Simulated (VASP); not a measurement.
# MgS (Fm-3m): formation energy of the defect Sb_Mg, part 4 of 7

How easily does the defect Sb_Mg form in MgS (Fm-3m)? The host is relaxed first, then a supercell is run with and without the defect. The start is a computed cell from the Materials Project.

VASP 6.6.1, plane waves and PAW; the level of theory is named at each step.

So far. Step 2 (The host at zero pressure): The run ended after 2 ionic steps, 0.003 eV below its first step, once forces and stress met EDIFFG = -0.02. Step 4 (The perfect supercell): The perfect cell has a gap of 2.73 eV on this mesh, with its valence-band top at 3.802 eV, and charged states follow.

### Step 5. Reference Mg

This step: PBEsol; plane waves and PAW (Mg) (VASP 6.6.1).

System of this step: Mg. It takes space group P6_3/mmc (No. 194, hexagonal). The conventional cell has a = 3.210 Å, b = 3.210 Å, c = 5.213 Å, α = 90.00°, β = 90.00°, γ = 120.00°. Nearest to Mg lie 12 Mg at 3.20 to 3.21 Å.

The reference for Mg is its crystal, relaxed at the cutoff of the large cell.

The input, INCAR:

```
SYSTEM = Mg
PREC = Normal
ENCUT = 300
EDIFF = 1E-05
NELM = 120
ISMEAR = 1
SIGMA = 0.1
LREAL = Auto
ALGO = Fast
GGA = PS
NBANDS = 8
LORBIT = 11
LWAVE = .FALSE.
LCHARG = .FALSE.
KPAR = 4
IBRION = 2
NSW = 25
ISIF = 3
EDIFFG = -0.02
POTIM = 0.4
```

The input, POSCAR:

```
Mg
1.0
    3.2100000000      0.0000000000      0.0000000000
   -1.6050000000      2.7799415461      0.0000000000
    0.0000000000      0.0000000000      5.2130400000
Mg
2
Direct
    0.0000000000      0.0000000000      0.0000000000
    0.3333333333      0.6666666667      0.5000000000
```

The input, KPOINTS:

```
Automatic mesh
0
Gamma
10 10 5
0 0 0
```

The projector-augmented-wave data sets are Mg (PBE family, release 64).

Started as:

```
$ mpirun -np 4 vasp_std
```

Output:

```text
[banner, memory and clock lines left out]
running    4 mpi-ranks, on    1 nodes
 distrk:  each k-point on    1 cores,    4 groups
 distr:  one band on    1 cores,    1 groups

 POSCAR found type information on POSCAR Mg
 POSCAR found :  1 types and       2 ions
|                                                                             |
|               ----> ADVICE to this user running VASP <----                  |
|                                                                             |
|     You have a (more or less) 'small supercell' and for smaller cells       |
|     it is recommended to use the reciprocal-space projection scheme!        |
|     The real-space optimization is not efficient for small cells and it     |
|     is also less accurate ...                                               |
|     Therefore, set LREAL=.FALSE. in the INCAR file.                         |
|                                                                             |

 [... a notice as in an earlier step ...]

 LDA part: xc-table for (Slater+PW92), standard interpolation
 POSCAR, INCAR and KPOINTS ok, starting setup
 FFT: planning ... GRIDC
 FFT: planning ... GRID_SOFT
 FFT: planning ... GRID
 WAVECAR not read
 entering main loop
       N       E                     dE             d eps       ncg     rms          rms(c)
DAV:   1    -0.180820213339E+01   -0.18082E+01   -0.10849E+03   688   0.218E+02
DAV:   2    -0.344135665966E+01   -0.16332E+01   -0.15658E+01   912   0.175E+01
DAV:   3    -0.344923615793E+01   -0.78795E-02   -0.78759E-02   856   0.161E+00
DAV:   4    -0.344925490632E+01   -0.18748E-04   -0.18748E-04  1024   0.694E-02
DAV:   5    -0.344925498701E+01   -0.80692E-07   -0.80692E-07   896   0.314E-03    0.964E-01
RMM:   6    -0.343887543151E+01    0.10380E-01   -0.52547E-04   672   0.159E-01    0.614E-01
RMM:   7    -0.342926009596E+01    0.96153E-02   -0.23639E-03   672   0.318E-01    0.319E-02
RMM:   8    -0.342927405089E+01   -0.13955E-04   -0.90169E-05   672   0.685E-02    0.642E-03
RMM:   9    -0.342927408523E+01   -0.34342E-07   -0.63755E-06   531   0.182E-02
   1 F= -.34292741E+01 E0= -.34285052E+01  d E =-.342927E+01
 curvature:   0.00 expect dE= 0.000E+00 dE for cont linesearch  0.000E+00
 trial: gam= 0.00000 g(F)=  0.135E-44 g(S)=  0.792E-02 ort = 0.000E+00 (trialstep = 0.100E+01)
 search vector abs. value=  0.792E-02
 bond charge predicted
       N       E                     dE             d eps       ncg     rms          rms(c)
DAV:   1    -0.343553031155E+01   -0.62563E-02   -0.16445E-02   888   0.594E-01    0.515E-02
RMM:   2    -0.343548325823E+01    0.47053E-04   -0.75612E-05   633   0.548E-02    0.320E-02
RMM:   3    -0.343544926943E+01    0.33989E-04   -0.99666E-06   523   0.170E-02    0.185E-03
RMM:   4    -0.343544911334E+01    0.15609E-06   -0.54614E-07   373   0.504E-03
   2 F= -.34354491E+01 E0= -.34347421E+01  d E =-.617503E-02
[...]
3 F= -.34378704E+01 E0= -.34375316E+01  d E =-.859635E-02
[...]
4 F= -.34403018E+01 E0= -.34404008E+01  d E =-.243137E-02
[...]
5 F= -.34403020E+01 E0= -.34404006E+01  d E =-.243155E-02
 curvature:  -0.81 expect dE=-0.140E-02 dE for cont linesearch -0.164E-08
 trial: gam= 0.03510 g(F)=  0.128E-43 g(S)=  0.172E-02 ort =-0.318E-05 (trialstep = 0.124E+01)
 search vector abs. value=  0.173E-02
 bond charge predicted
       N       E                     dE             d eps       ncg     rms          rms(c)
DAV:   1    -0.344160950717E+01   -0.13075E-02   -0.54718E-03   864   0.348E-01    0.233E-02
RMM:   2    -0.344159755802E+01    0.11949E-04   -0.21103E-05   536   0.288E-02    0.147E-02
RMM:   3    -0.344158637573E+01    0.11182E-04   -0.17910E-06   372   0.803E-03    0.757E-04
RMM:   4    -0.344158640128E+01   -0.25554E-07   -0.83950E-08   250   0.258E-03
   6 F= -.34415864E+01 E0= -.34416524E+01  d E =-.128441E-02
 trial-energy change:   -0.001284  1 .order   -0.001296   -0.002145   -0.000448
 step:   1.5729(harm=  1.5729)  dis= 0.00000  next Energy=    -3.441657 (dE=-0.136E-02)
 reached required accuracy - stopping structural energy minimisation
```

The job ended after 2.2 s (4 MPI ranks of Intel Xeon 6975P-C (Granite Rapids), shared host; peak memory 0.45 GiB; 6.4 s of CPU time).

Parts of OUTCAR (step 5):

```text
   k-points           NKPTS =     42   k-points in BZ     NKDIM =     42   number of bands    NBANDS=      8

   ENCUT  =  300.0 eV  22.05 Ry    4.70 a.u.   4.53  4.53  7.36*2*pi/ulx,y,z

   NELECT =       4.0000    total number of electrons

 E-fermi :   2.7506

 k-point     1 :       0.0000    0.0000    0.0000
  band No.  band energies     occupation
      1      -4.3165      2.00000
      2       0.8308      2.00000
      3       1.1890      2.00000
      4      14.0997      0.00000
      5      14.0997      0.00000
      6      14.3375      0.00000
      7      14.3375      0.00000
      8      14.3985      0.00000

  Total        0.0381080      0.0381080      0.0354625      0.0000000      0.0000000      0.0000000
  in kB        1.3601530      1.3601530      1.2657311      0.0000000      0.0000000      0.0000000
  external PRESSURE =       1.3286790 kB  Pullay stress =       0.0000000 kB

 POSITION                                       TOTAL-FORCE (eV/Angst)
 -----------------------------------------------------------------------------------
     -1.56994      2.71921      5.25755        -0.000000     -0.000000     -0.000000
     -0.00000      1.81281      2.62878         0.000000      0.000000      0.000000
 -----------------------------------------------------------------------------------
    total drift:                               -0.000011      0.000006      0.000000

  FREE ENERGIE OF THE ION-ELECTRON SYSTEM (eV)
  ---------------------------------------------------
  free  energy   TOTEN  =        -3.4415864013 eV

  energy  without entropy=       -3.4417843202  energy(sigma->0) =       -3.44165237

[... 1 part as in an earlier step ...]

[... 15 further parts left out ...]
```

The k-mesh is coarse for a metal. The run keeps the 24 symmetry operations of its start, so it cannot find a distortion of lower symmetry.

The steps of the relaxation:

| step | energy less that of the first step (eV) | largest force (eV/Å) | pressure (GPa) | volume (Å³) |
| --- | --- | --- | --- | --- |
| 1 | 0.0000 | 0.0000 | -1.16 | 46.52 |
| 2 | -0.0062 | 0.0000 | -0.49 | 45.61 |
| 3 | -0.0086 | 0.0000 | 0.45 | 44.52 |
| 4 | -0.0110 | 0.0000 | 0.61 | 44.35 |
| 5 | -0.0110 | 0.0000 | 0.61 | 44.35 |
| 6 | -0.0123 | 0.0000 | 0.13 | 44.89 |

| conventional cell, symmetrised | before | after | change |
| --- | --- | --- | --- |
| a (Å) | 3.210 | 3.140 | -2.2 % |
| b (Å) | 3.210 | 3.140 | -2.2 % |
| c (Å) | 5.213 | 5.258 | +0.9 % |
| volume (Å³/atom) | 23.26 | 22.44 | -3.5 % |

The relaxed structure:

```cif
data_structure
_symmetry_space_group_name_H-M 'P 1'
_symmetry_Int_Tables_number 1
_cell_length_a 3.1399
_cell_length_b 3.1399
_cell_length_c 5.2576
_cell_angle_alpha 90.000
_cell_angle_beta 90.000
_cell_angle_gamma 120.000
_cell_volume 44.89
loop_
_atom_site_label
_atom_site_type_symbol
_atom_site_fract_x
_atom_site_fract_y
_atom_site_fract_z
_atom_site_occupancy
Mg1 Mg 0.00000 0.00000 0.00000 1
Mg2 Mg 0.33333 0.66667 0.50000 1
```

Numbers from this step:

```
electronic cycles                               : 27
electrons                                       : 4
free energy (TOTEN)                             : -3.442 eV
energy at zero smearing                         : -3.442 eV
Fermi energy                                    : 2.751 eV
labelled metallic, from the levels on this mesh : yes
```

The run ended after 6 ionic steps, 0.012 eV below its first step, once forces and stress met EDIFFG = -0.02.

The edges of the cell as typed change unequally, by -2.2 to +0.9 %. In a metal that hangs on the k mesh, which was not refined here; the energy is less touched by it than the shape.

Energy at zero smearing: -3.44165 eV.

### Step 6. Reference Sb

This step: PBEsol; plane waves and PAW (Sb) (VASP 6.6.1).

System of this step: Sb. It takes space group R-3m (No. 166, trigonal). Conventional cell: a = 4.345 Å, b = 4.345 Å, c = 11.243 Å, α = 90.00°, β = 90.00°, γ = 120.00°. Sb has 3 Sb at 2.92 Å nearest.

The reference for Sb is its crystal, relaxed at the cutoff of the large cell.

INCAR, as its differences from that of step 5:

```diff
@@ -1,2 +1,2 @@
-SYSTEM = Mg
+SYSTEM = Sb
 PREC = Normal
@@ -5,3 +5,3 @@
 NELM = 120
-ISMEAR = 1
+ISMEAR = 0
 SIGMA = 0.1
@@ -10,3 +10,3 @@
 GGA = PS
-NBANDS = 8
+NBANDS = 11
 LORBIT = 11
```

The input, POSCAR:

```
Sb
1.0
    3.9521431270     -2.1727090702      0.0000000000
    3.9521431270      2.1727090702      0.0000000000
    2.7576862078      0.0000000000      3.5686505544
Sb
2
Direct
    0.7670000000      0.7670000000      0.7670000000
    0.2330000000      0.2330000000      0.2330000000
```

The input, KPOINTS:

```
Automatic mesh
0
Gamma
8 8 8
0 0 0
```

PAW data sets: Sb (PBE family, release 64).

Started as:

```
$ mpirun -np 4 vasp_std
```

Output:

```text
[banner, memory and clock lines left out]
running    4 mpi-ranks, on    1 nodes
 distrk:  each k-point on    1 cores,    4 groups
 distr:  one band on    1 cores,    1 groups

 POSCAR found type information on POSCAR Sb
 POSCAR found :  1 types and       2 ions
 [... a notice as in an earlier step ...]

 [... a notice as in an earlier step ...]

 LDA part: xc-table for (Slater+PW92), standard interpolation
 POSCAR, INCAR and KPOINTS ok, starting setup
 FFT: planning ... GRIDC
 FFT: planning ... GRID_SOFT
 FFT: planning ... GRID
 WAVECAR not read
 entering main loop
       N       E                     dE             d eps       ncg     rms          rms(c)
DAV:   1     0.221630267754E+02    0.22163E+02   -0.26664E+03  1430   0.457E+02
DAV:   2    -0.789164942826E+01   -0.30055E+02   -0.28983E+02  1938   0.928E+01
DAV:   3    -0.912232072327E+01   -0.12307E+01   -0.12245E+01  1718   0.206E+01
DAV:   4    -0.913189629250E+01   -0.95756E-02   -0.95749E-02  1592   0.226E+00
DAV:   5    -0.913200160792E+01   -0.10532E-03   -0.10532E-03  1649   0.243E-01    0.286E+00
RMM:   6    -0.912157365393E+01    0.10428E-01   -0.17284E-03  1430   0.287E-01    0.171E+00
RMM:   7    -0.911534944010E+01    0.62242E-02   -0.56959E-03  1430   0.518E-01    0.551E-02
RMM:   8    -0.911543028736E+01   -0.80847E-04   -0.56175E-04  1432   0.200E-01    0.208E-02
RMM:   9    -0.911544932558E+01   -0.19038E-04   -0.11474E-04  1418   0.891E-02    0.786E-03
RMM:  10    -0.911545060547E+01   -0.12799E-05   -0.20536E-05  1007   0.380E-02
   1 F= -.91154506E+01 E0= -.91148111E+01  d E =-.911545E+01
 curvature:   0.00 expect dE= 0.000E+00 dE for cont linesearch  0.000E+00
 trial: gam= 0.00000 g(F)=  0.225E-02 g(S)=  0.273E-02 ort = 0.000E+00 (trialstep = 0.100E+01)
 search vector abs. value=  0.498E-02
 bond charge predicted
       N       E                     dE             d eps       ncg     rms          rms(c)
DAV:   1    -0.912110086976E+01   -0.56515E-02   -0.10070E-01  1553   0.149E+00    0.194E-01
RMM:   2    -0.911956376936E+01    0.15371E-02   -0.20238E-03  1430   0.309E-01    0.119E-01
RMM:   3    -0.911873663041E+01    0.82714E-03   -0.14504E-03  1430   0.202E-01    0.175E-02
RMM:   4    -0.911874394196E+01   -0.73116E-05   -0.99116E-05  1430   0.733E-02
   2 F= -.91187439E+01 E0= -.91180153E+01  d E =-.329334E-02
[...]
3 F= -.91191654E+01 E0= -.91183976E+01  d E =-.371482E-02
[...]
4 F= -.91208902E+01 E0= -.91200626E+01  d E =-.172478E-02
[...]
5 F= -.91209750E+01 E0= -.91201359E+01  d E =-.180955E-02
[...]
6 F= -.91209773E+01 E0= -.91201361E+01  d E =-.181185E-02
 curvature:  -0.82 expect dE=-0.831E-04 dE for cont linesearch -0.934E-07
 trial: gam= 0.07045 g(F)=  0.194E-05 g(S)=  0.990E-04 ort = 0.194E-04 (trialstep = 0.115E+01)
 search vector abs. value=  0.120E-03
 bond charge predicted
       N       E                     dE             d eps       ncg     rms          rms(c)
DAV:   1    -0.912108791658E+01   -0.11099E-03   -0.23581E-03  1583   0.249E-01    0.229E-02
RMM:   2    -0.912107435862E+01    0.13558E-04   -0.74514E-05  1423   0.601E-02    0.141E-02
RMM:   3    -0.912106621182E+01    0.81468E-05   -0.17373E-05  1125   0.251E-02
   7 F= -.91210662E+01 E0= -.91202359E+01  d E =-.889357E-04
 trial-energy change:   -0.000089  1 .order   -0.000087   -0.000118   -0.000056
 step:   2.1805(harm=  2.1805)  dis= 0.00072  next Energy=    -9.121089 (dE=-0.112E-03)
 reached required accuracy - stopping structural energy minimisation
```

Run time: 5.8 s. Hardware: 4 MPI ranks; peak memory 0.53 GiB; 21 s of CPU time.

OUTCAR, selected parts (step 6):

```text
   k-points           NKPTS =     65   k-points in BZ     NKDIM =     65   number of bands    NBANDS=     11

   ENCUT  =  300.0 eV  22.05 Ry    4.70 a.u.   6.37  6.37  6.37*2*pi/ulx,y,z

   NELECT =      10.0000    total number of electrons

 E-fermi :   7.1724

 k-point     1 :       0.0000    0.0000    0.0000
  band No.  band energies     occupation
      1      -5.5648      2.00000
      2       2.3591      2.00000
      3       5.1800      2.00000
      4       5.3272      2.00000
      5       5.3272      2.00000
      6       9.3425      0.00000
      7       9.8948      0.00000
      8       9.8948      0.00000
      9      12.1123      0.00000
     10      12.1123      0.00000
    ...

  Total       -0.0276875      0.0084930      0.0044397      0.0000000      0.0000000     -0.0121099
  in kB       -0.7359452      0.2257465      0.1180085      0.0000000      0.0000000     -0.3218862
  external PRESSURE =      -0.1307301 kB  Pullay stress =       0.0000000 kB

 POSITION                                       TOTAL-FORCE (eV/Angst)
 -----------------------------------------------------------------------------------
      8.07535      0.00000      2.70289         0.002873      0.000000      0.000962
      2.47870      0.00000      0.82964        -0.002873     -0.000000     -0.000962
 -----------------------------------------------------------------------------------
    total drift:                                0.000000      0.000000      0.000000

  FREE ENERGIE OF THE ION-ELECTRON SYSTEM (eV)
  ---------------------------------------------------
  free  energy   TOTEN  =        -9.1210662118 eV

  energy  without entropy=       -9.1194055428  energy(sigma->0) =       -9.12023588

[... 1 part as in an earlier step ...]

[... 15 further parts left out ...]
```

CONTCAR:

```
Sb
   1.00000000000000
     3.9148881428277580   -2.1657126143149701   -0.0082098849445418
     3.9148881428277580    2.1657126143149701   -0.0082098849445418
     2.7242775577993301    0.0000000000000000    3.5489490682486693
  Sb
     2
Direct
     0.7651422922201928    0.7651422922201928    0.7651422922201928
     0.2348577077798072    0.2348577077798072    0.2348577077798072
```

The run keeps the 12 symmetry operations of its start, so it cannot find a distortion of lower symmetry.

The steps of the relaxation:

| step | energy less that of the first step (eV) | largest force (eV/Å) | pressure (GPa) | volume (Å³) |
| --- | --- | --- | --- | --- |
| 1 | 0.0000 | 0.1707 | -0.56 | 61.29 |
| 2 | -0.0033 | 0.1487 | 0.09 | 60.53 |
| 3 | -0.0037 | 0.1270 | 0.33 | 60.16 |
| 4 | -0.0054 | 0.0257 | 0.06 | 60.29 |
| 5 | -0.0055 | 0.0021 | -0.02 | 60.32 |
| 6 | -0.0055 | 0.0050 | -0.04 | 60.33 |
| 7 | -0.0056 | 0.0030 | -0.01 | 60.28 |

| conventional cell, symmetrised | before | after | change |
| --- | --- | --- | --- |
| a (Å) | 4.345 | 4.331 | -0.3 % |
| b (Å) | 4.345 | 4.331 | -0.3 % |
| c (Å) | 11.243 | 11.130 | -1.0 % |
| volume (Å³/atom) | 30.64 | 30.14 | -1.6 % |

The atoms that moved most (Å, as changes of fractional coordinates times the final cell):

| atom | dx | dy | dz | length |
| --- | --- | --- | --- | --- |
| Sb1 | -0.020 | 0.000 | -0.007 | 0.021 |
| Sb2 | 0.020 | 0.000 | 0.007 | 0.021 |

Final coordinates:

```cif
data_structure
_symmetry_space_group_name_H-M 'P 1'
_symmetry_Int_Tables_number 1
_cell_length_a 4.4740
_cell_length_b 4.4740
_cell_length_c 4.4740
_cell_angle_alpha 57.903
_cell_angle_beta 57.903
_cell_angle_gamma 57.903
_cell_volume 60.28
loop_
_atom_site_label
_atom_site_type_symbol
_atom_site_fract_x
_atom_site_fract_y
_atom_site_fract_z
_atom_site_occupancy
Sb1 Sb 0.76514 0.76514 0.76514 1
Sb2 Sb 0.23486 0.23486 0.23486 1
```

This step gave:

```
electronic cycles       : 29
electrons               : 10
free energy (TOTEN)     : -9.121 eV
energy at zero smearing : -9.120 eV
Fermi energy            : 7.172 eV
```

The run ended after 7 ionic steps, 0.006 eV below its first step, once forces and stress met EDIFFG = -0.02.

Energy at zero smearing: -9.12024 eV.

(Continued in part 5 of 7.)

[Lines on the potential files, build, host, timing and source positions are cut from VASP's logs without a mark.]

[Logs are printed without paths, hosts, clocks, repeated set-up lines and the standing remarks that a program may print on its own settings, such as how far it seeks lower states.]

[Hosts, paths, dates, database ids (printed as entryN), source tags and the programs' standing remarks are cut or masked in the printed files.]

[In band tables of VASP the shares of atoms and orbitals are scaled to a sum of 1 inside the atoms' spheres.]

[Runs that stopped without an error message from VASP are left out.]
